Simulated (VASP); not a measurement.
Set up this calculation in VASP 6.6.1, as the native input.

```
Task                   : relaxation of the atoms
Functional             : PBE
Potentials or basis    : VASP PAW PBE potentials, release 64 (Ge_d, Se)
Cutoff                 : 450 eV
k mesh                 : 2 × 2 × 2
Occupations            : gaussian, width 0.01 eV
Spin                   : no spin polarisation
Monkhorst-Pack mesh    : yes
Further INCAR settings : PREC = Normal; LREAL = Auto; ALGO = Normal; EDIFF = 1e-06; ISYM = 0; IBRION = 2; EDIFFG = -0.025; NSW = 70
```

The structure of Ge17Se15 (a cell with a defect) lies in POSCAR:

```
Ge17Se15
1.0
    0.0000000000      7.7675420000     -4.5225270000
    0.0000000000     -7.7675420000     -4.5225270000
  -11.1847690000      0.0000000000      0.0000000000
Ge Se
17 15
Direct
    0.9963625000      0.1213625000      0.8734900000
    0.2463625000      0.8713625000      0.8734900000
    0.7463625000      0.3713625000      0.8734900000
    0.4963625000      0.6213625000      0.8734900000
    0.1331905900      0.2570882000      0.3781813400
    0.3786375000      0.0036375000      0.3734900000
    0.8786375000      0.5036375000      0.3734900000
    0.6286375000      0.7536375000      0.3734900000
    0.1213625000      0.4963625000      0.6265100000
    0.3713625000      0.2463625000      0.6265100000
    0.8713625000      0.7463625000      0.6265100000
    0.6213625000      0.9963625000      0.6265100000
    0.2583987500      0.6351513400      0.1373953900
    0.4943096400      0.3673601800      0.1227209000
    0.0036375000      0.8786375000      0.1265100000
    0.7536375000      0.1286375000      0.1265100000
    0.2024931100      0.3173979500      0.1445172200
    0.4379655000      0.0629655000      0.1471840000
    0.9379655000      0.5629655000      0.1471840000
    0.6879655000      0.8129655000      0.1471840000
    0.4370345000      0.5620345000      0.6471840000
    0.6870345000      0.3120345000      0.6471840000
    0.1870345000      0.8120345000      0.6471840000
    0.9370345000      0.0620345000      0.6471840000
    0.8129655000      0.1879655000      0.3528160000
    0.0629655000      0.9379655000      0.3528160000
    0.5629655000      0.4379655000      0.3528160000
    0.3129655000      0.6879655000      0.3528160000
    0.0620345000      0.4370345000      0.8528160000
    0.3120345000      0.1870345000      0.8528160000
    0.8120345000      0.6870345000      0.8528160000
    0.5620345000      0.9370345000      0.8528160000
```

The input as run:

INCAR

```
ALGO = Normal ; EDIFF = 1E-6
EDIFFG = -0.025 ; ENCUT = 450
GGA = PE ; IBRION = 2
ICORELEVEL = 1 ; ISIF = 2
ISMEAR = 0 ; ISYM = 0
LASPH = True ; LCHARG = False
LREAL = Auto ; LUSENCCL = False
LWAVE = False ; NELM = 80
NSW = 70 ; PREC = Normal
SIGMA = 0.01
```

KPOINTS

```
k-points
0
Monkhorst-Pack
  2 2 2
```

Potentials or basis: VASP PAW PBE potentials, release 64 (Ge_d, Se).

Command:

```bash
$ cat potpaw_PBE.64/Ge_d/POTCAR potpaw_PBE.64/Se/POTCAR > POTCAR
$ mpirun -np 1 vasp_std > vasp.out
```

Results of the run:

* Energy gained by relaxing: 14.4 meV/atom
* Ionic steps: 25
* Pressure after relaxing: -0.6 GPa
* Largest force after relaxing: 0.021 eV/Å

It took 64 min on 1 × NVIDIA H100 80GB with 1 thread of AMD EPYC 7R13 Processor (Zen 3), with other jobs on the host, peak memory 1.5 GiB.
